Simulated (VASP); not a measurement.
Crystal: SnSe.

```
Sn Se
1.0
    11.48649    0.00000    0.00000
     0.00000    4.17221    0.00000
     0.00000    0.00000    4.37968
Sn Se
4 4
Direct
  0.11763 0.25000 0.09317
  0.38237 0.75000 0.59317
  0.61763 0.25000 0.40683
  0.88237 0.75000 0.90683
  0.35703 0.25000 0.02202
  0.14297 0.75000 0.52202
  0.85703 0.25000 0.47798
  0.64297 0.75000 0.97798
```

Base run:

| Quantity | Value |
| --- | --- |
| Program | VASP 6.6.1 |
| Functional | TB-mBJ |
| Potentials or basis | VASP PAW PBE potentials, release 64 (Sn_d, Se) |
| Cutoff | 520 eV |
| k mesh | 4 × 8 × 8 |
| Occupations | gaussian, width 0.03 eV |
| Spin | no spin polarisation |

Its results: band gap on the k mesh 0.86 eV, indirect (least direct gap 1.23 eV).

Problem. The run is repeated on the same cell with these changes: functional from TB-mBJ to r2SCAN. What comes out?

Solution. Band gap on the k mesh 0.75 eV, indirect (least direct gap 1.13 eV).

Caveats: spin-orbit coupling is left out, which moves the levels of the heavy elements.
